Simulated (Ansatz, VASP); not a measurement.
# C214N in two plane-wave programs

Wanted: the spread between two codes on one cell, functional and k mesh. The cell is taken from a series of runs on this material, whose earlier steps may have relaxed, scaled, displaced or heated it; both programs get it as it stands.

Program: Ansatz 0.2.0. Level of theory: plane waves, with VASP 6.6.1 beside it; single point at PBE. Results are calculated unless marked as measured.

## Step 1: Set-up

The cell holds 215 atoms: 214 C and 1 N. Cell: a = 10.715 Å, b = 10.715 Å, c = 10.715 Å, α = 90.0°, β = 90.0°, γ = 90.0°. It derives from C (C (Fd-3m)). Nearest the centre at fractional (0.417, 0.417, 0.417): C105 at 1.65 Å, C106 at 1.65 Å, C107 at 1.65 Å, N215 at 1.69 Å, C39 at 2.50 Å, C86 at 2.50 Å, C40 at 2.50 Å, C88 at 2.50 Å.

## Step 2: Ansatz: single point, PBE

Ansatz runs on its default PAW (the set named soft_2) files.

A single point gives forces, pressure and levels at one fixed geometry, so differences don't come from the geometry; what else differs is listed under the comparison.

Input file input.yaml:

```yaml
crystal:
  checkpoint: "../qm1_M2.relax_smeared.run"
  host: checkpoint
basis:
  ecutwfc: 420
  xc_grid: 2
hamiltonian:
  xc: pbe
kpoints:
  mp_grid: { grid: [1, 1, 1] }
scf:
  occupations: { method: fermi_dirac, width: 0.01 }
  max_iter: 60
output:
  forces: true
  eigenvalues: true
  charged_corrections: { defect_position: [0.416667, 0.416667, 0.416667] }
checkpoint:
  read: "../qm1_M2.relax_smeared.run"
  write: "../qm1_M2.point_neutral.run"
  compress: false
  write_wavefunctions: false
  write_every: 100000
magnetization:
  spin_polarized: true
  initial_magnetization: 1
  spin_locking: { lock_magnetization: hard }
```

Launch:

```
> ansatz run input.yaml --threads 4 --pin off --max-ram 18841MiB --backend cpu --events-out ev --progress --plain --runs-dir out
```

Log:

```text
Warning: the atoms were moved onto the symmetric positions of the space group found under crystal.symmetry.tolerance 1.0e-5 (fractional; no operation is sought that the atoms, as they stand in a round, miss by more than twice it, and no atom is moved by as much as it), and the run uses the moved positions. Before a round's move an operation carried an atom to 8.56e-5 Å from where it should land, the largest such dist [...]
[...]
k-point 0 ↓: bands = ["-8.2901", "-7.4928", "-7.2684", "-7.2684", "-7.2525", "-7.2525", "-7.1746", "-6.6397", "-6.2661", "-6.2661", "-6.2631", "-6.2631", "-6.2582", "-6.2565", "-6.2565", "-6.2304", "-6.2235", "-6.2235", "-6.0546", "-5.5131", "-5.2731", "-5.2731", "-5.2681", "-5.2577", "-5.2540", "-5.2540", "-5.1138", "-4.4968", "-4.2765", "-4.2765", "-4.2509", "-4.2509", "-4.1772", "-3.8856", "-3.3822", "-3.3822",  [...]
```

## Step 3: VASP: single point, PBE

The same cell, functional, mesh and smearing now go to VASP, with its own data sets.

Lines of VASP's logs that name or quote its potential files are left out, and so is its time.

Input file INCAR:

```
SYSTEM = C214N
PREC = Accurate
ENCUT = 520
EDIFF = 1E-06
NELM = 200
ISMEAR = -1
SIGMA = 0.01
LREAL = Auto
ALGO = Normal
GGA = PE
NBANDS = 581
ISPIN = 2
MAGMOM = 0 -0 -0 -0 -0 -0 -0 -0 0 0 0 0 0 -0 -0 0 0 -0 -0 0 0 -0 -0 -0 0 0 0 0 0 -0 0 -0 0 0 0 0 -0 -0 -0 -0 0 0 0 0.01 0 -0 -0 -0 0 -0 0 -0 0 -0 -0 -0 0 0 0.01 0 0 -0 -0 -0 0 0 0 0 -0 -0 -0 -0 0 0 0 0 0 0 -0 -0 0 0 0 0 -0 -0 -0 -0 0 0 0 0.01 0 -0 -0 -0 0 0 0 0 -0 -0 -0 -0 0.13 0.13 0.13 -0 -0 -0 0 0 0 0 -0 -0 -0 -0 0 0 0.01 0 0 -0 -0 -0 0 0 0 0 -0 -0 -0 -0 0.01 0 0 0 0 0 -0 -0 0 0 -0 -0 0 -0 -0 -0 0 0.01 0 0 0 -0 -0 -0 0 0 0 0 -0 -0 -0 -0 0 0.01 0 0 0 -0 -0 -0 0 0 0 0 -0 -0 -0 -0 0.01 0 0 0 0 -0 0 -0 0 0 0 0 -0 -0 -0 -0 0.01 0 0 0 0 -0 -0 0 0 0 0 0 -0 -0 -0 -0 -0
LORBIT = 11
LWAVE = .FALSE.
LCHARG = .FALSE.
ISIF = 2
NUPDOWN = 1
LASPH = .TRUE.
GGA_COMPAT = .FALSE.
```

Input file POSCAR:

```
C214N
1.0
   10.7146870783      0.0000000000      0.0000000000
    0.0000000000     10.7146870783      0.0000000000
    0.0000000000      0.0000000000     10.7146870783
C N
214 1
Direct
    0.0000522972      0.0000447093      0.9999294077
    0.9996700036      0.1665643537      0.1664489717
[... 9 atom lines left out ...]
    0.1655360745      0.1655253571      0.3328898796
[... 3 atom lines left out ...]
    0.2502959578      0.2502926094      0.4126006133
[... 10 atom lines left out ...]
    0.1655362607      0.3330059075      0.1654125774
[... 3 atom lines left out ...]
    0.2502948890      0.4127151519      0.2501755408
[... 3 atom lines left out ...]
    0.1685417122      0.3343011820      0.4984225242
    0.1685392150      0.4985398884      0.3341837566
    0.0840297992      0.4167311045      0.4166148078
[... 1 atom line left out ...]
    0.2520801699      0.4178941507      0.5820468748
    0.2520754676      0.5821670014      0.4177795443
[... 3 atom lines left out ...]
    0.1666048653      0.4999729664      0.6670977468
[... 14 atom lines left out ...]
    0.1666030674      0.6672151915      0.4998582214
[... 18 atom lines left out ...]
    0.4127241053      0.2502856068      0.2501716379
[... 3 atom lines left out ...]
    0.3343055980      0.1685278382      0.4984260172
[... 1 atom line left out ...]
    0.4985450076      0.1685309568      0.3341872411
    0.4167363914      0.0840211588      0.4166162969
    0.4179014371      0.2520689889      0.5820519412
[... 1 atom line left out ...]
    0.5821689869      0.2520720533      0.4177797044
[... 3 atom lines left out ...]
    0.4999808586      0.1665948297      0.6671013339
[... 5 atom lines left out ...]
    0.3343063027      0.4985408485      0.1684155445
    0.4985438722      0.3342993665      0.1684158771
[... 1 atom line left out ...]
    0.4167357301      0.4167302495      0.0839075690
    0.4179000045      0.5821625796      0.2519581775
    0.5821709487      0.4178954097      0.2519538366
[... 1 atom line left out ...]
    0.3298750333      0.5062893231      0.5061706797
    0.5062933255      0.3298680894      0.5061736441
    0.5062915454      0.5062838076      0.3297552530
    0.4163913556      0.5833625532      0.5832466625
    0.5833703255      0.4163821288      0.5832497593
    0.5833686060      0.5833610324      0.4162677700
    0.3340496217      0.3340418087      0.6659477544
[... 2 atom lines left out ...]
    0.5002474150      0.5002401092      0.6664890691
    0.4170421746      0.4170349502      0.7497006955
[... 5 atom lines left out ...]
    0.4999794266      0.6672140199      0.1664824609
[... 5 atom lines left out ...]
    0.3340487746      0.6660632072      0.3339267600
[... 1 atom line left out ...]
    0.5002479779      0.6666036744      0.5001249407
[... 1 atom line left out ...]
    0.4170425420      0.7498161122      0.4169196554
[... 3 atom lines left out ...]
    0.3340405171      0.6678047121      0.6676894624
[... 16 atom lines left out ...]
    0.6672209884      0.1665967912      0.4998575895
[... 15 atom lines left out ...]
    0.6672221717      0.4999732613      0.1664804893
[... 6 atom lines left out ...]
    0.6660690177      0.3340416902      0.3339262891
    0.6666115502      0.5002400330      0.5001258251
[... 2 atom lines left out ...]
    0.7498228051      0.4170346127      0.4169195648
[... 3 atom lines left out ...]
    0.6678131607      0.3340324427      0.6676912932
[... 15 atom lines left out ...]
    0.6678122868      0.6678047310      0.3339181504
[... 15 atom lines left out ...]
    0.3255922533      0.3255789318      0.3254651059
```

Input file KPOINTS:

```
Automatic mesh
0
Gamma
1 1 1
0 0 0
```

The projector-augmented-wave data sets are C and N (PBE family, release 64).

Launch:

```
> export OMP_NUM_THREADS=4
> mpirun -np 1 vasp_gam
```

Log:

```text
[banner, memory and clock lines left out]
running    1 mpi-ranks, on    1 nodes
[...]
Offloading initialized ...    1 GPUs detected
[...]
LDA part: xc-table for (Slater+PW92), standard interpolation
 POSCAR, INCAR and KPOINTS ok, starting setup
[...]
entering main loop
       N       E                     dE             d eps       ncg     rms          rms(c)
DAV:   1     0.615639738450E+04    0.61564E+04   -0.52439E+05  2324   0.154E+03
DAV:   2    -0.141926743720E+04   -0.75757E+04   -0.70976E+04  3062   0.353E+02
DAV:   3    -0.199997611837E+04   -0.58071E+03   -0.57400E+03  2920   0.929E+01
DAV:   4    -0.201397364260E+04   -0.13998E+02   -0.13919E+02  2888   0.157E+01
[...]
DAV:  21    -0.194656150116E+04    0.59249E-04   -0.31385E-04  2776   0.801E-03    0.200E-02
DAV:  22    -0.194656150457E+04   -0.34118E-05   -0.28316E-05  2720   0.356E-03    0.194E-02
DAV:  23    -0.194656150361E+04    0.95439E-06   -0.55747E-06  1824   0.139E-03
   1 F= -.19465615E+04 E0= -.19465546E+04  d E =-.138629E-01  mag=     1.0000
```

OUTCAR, selected parts (step 3):

```text
 magnetization (x)
# of ion       s       p       d       tot
------------------------------------------
    1        0.000   0.000   0.000   0.000
    2        0.000  -0.000   0.000  -0.000
    3        0.000  -0.000   0.000  -0.000
    4        0.000  -0.000   0.000  -0.000
    5       -0.000  -0.000   0.000  -0.000
    6       -0.000  -0.000   0.000  -0.000
[...]
213       -0.000  -0.000   0.000  -0.000
  214       -0.000  -0.000   0.000  -0.000
  215       -0.001   0.000   0.000  -0.000
--------------------------------------------------
tot          0.082   0.552   0.000   0.634
```

The run ends at a pressure of 0.74 GPa, with forces up to 0.54 eV/Å.

## Step 4: Differences

Known differences besides the potentials themselves: VASP starts from the moments at which Ansatz ended; the cutoff is 420 eV in Ansatz and 520 eV in VASP (PREC = Accurate, projectors in real space); site moments are counted in spheres of each program's own size. Total energies have different zeros and are not compared.

Both answers:

```tsv
quantity	Ansatz	VASP	difference
total moment, fixed by the input (μB)	1.00	1.00	0.00
moment on C105 (μB)	0.13	0.17	-0.04
moment on C106 (μB)	0.13	0.17	-0.04
moment on C107 (μB)	0.13	0.17	-0.04
```

Forces on 10 of the 215 atoms, those with the largest forces and the largest differences (eV/Å; atoms numbered as in POSCAR):

```tsv
atom	Ansatz x, y, z	VASP x, y, z
C16	-0.096, -0.096, 0.049	-0.088, -0.092, 0.076
C31	-0.096, 0.049, -0.096	-0.088, 0.076, -0.092
C39	0.119, -0.494, -0.175	0.114, -0.496, -0.176
C40	0.119, -0.175, -0.494	0.114, -0.176, -0.496
C78	0.049, -0.096, -0.096	0.077, -0.090, -0.090
C86	-0.494, 0.119, -0.175	-0.495, 0.115, -0.177
C88	-0.175, 0.119, -0.494	-0.178, 0.116, -0.496
C102	-0.494, -0.175, 0.119	-0.495, -0.177, 0.115
C103	-0.175, -0.494, 0.119	-0.178, -0.496, 0.116
C106	0.317, 0.097, 0.317	0.301, 0.101, 0.301
```

The forces differ by 4.5 meV/Å r.m.s., which is 5.5 % of the r.m.s. force of 0.082 eV/Å (both taken over all components).

## Step 5: Outcome

```yaml
r_m_s_force_difference_single_point_pbe: 4.5 meV/Å
```

In words: The r.m.s. force difference is 4.5 meV/Å (single point, PBE), within the 12 meV/Å picked in this series as the mark of a large difference. Such differences can come from data sets, numerical settings and the points named under the comparisons, not from the functional's error against experiment.

[Lines on the potential files, build, host, timing and source positions are cut from VASP's logs without a mark.]

[Logs are printed without paths, hosts, clocks, repeated set-up lines and the standing remarks that a program may print on its own settings, such as how far it seeks lower states.]

[Hosts, paths, dates, database ids (printed as entryN), source tags and the programs' standing remarks are cut or masked in the printed files.]
